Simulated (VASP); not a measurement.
Given:

```
Ho
1.0
    3.12987     0.00000     0.00000
    0.00000     3.12987     0.00000
    0.00000     0.00000     3.12987
Ho
1
Direct
  0.00000   0.00000   0.00000
```

The numbers are results of PBEsol GGA, VASP's PBE PAW potentials (set 64) (plane waves; VASP 6.6.1), not measurements. Numerical set-up: 480 eV cut-off, 10×10×10 Γ-centred mesh, first-order Methfessel-Paxton smearing of 0.10 eV, potentials Ho_3.

The 4f electrons are frozen in the core of the lanthanide potential, so 4f levels, which can set the real gap, and their magnetism are missing.

**Question.** Give the stress tensor in GPa (positive for a compressed cell).

**Answer.** 
```
1.10  0.00  0.00
0.00  1.10  0.00
0.00  0.00  1.10
```
The pressure is its mean diagonal, 1.10 GPa.

The structure was generated: Ho was put into the simple-cubic type (Pm-3m), which need not be its known phase. This cell was strained or had an atom moved on purpose.
